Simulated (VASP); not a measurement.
Input:

```
CdTe
1.0
    0.00000     3.24925     3.24925
    3.24925     0.00000     3.24925
    3.24925     3.24925     0.00000
Cd Te
1 1
Direct
  0.00000   0.00000   0.00000
  0.25000   0.25000   0.25000
```

The numbers are results of PBEsol GGA, VASP's PBE PAW potentials (set 64) (plane waves; VASP), not measurements. Run with 520 eV cut-off, Gaussian smearing of 0.050 eV, potentials Cd Te.

Unless said otherwise, spin-orbit coupling is left out, though it shifts the bands of the heavy elements here.

### Question
Give the energies of bands 7 to 12 at the high-symmetry points, in eV from the valence-band maximum.

### Answer

```csv
band,Γ,X,U,L,W
7,0.00,-4.31,-4.21,-4.43,-4.19
8,0.00,-1.86,-2.56,-0.77,-2.32
9,0.00,-1.86,-1.54,-0.77,-2.20
10,0.64,2.51,2.81,1.73,4.20
11,4.55,2.60,4.44,5.13,4.59
12,4.55,8.68,7.23,5.13,5.47
```

The gap is direct, 0.64 eV, from the valence maximum at Γ to the conduction minimum at Γ.

Measured: gap 1.63 eV (computed value off by -0.99 eV), as given by Anna Miglio et al., npj Computational Materials (2020), arXiv:2011.12765 [zero-point renormalisation of 16 meV (experimental, the table's column) added back].

The compound is CdTe in the zinc blende structure. It was relaxed first.
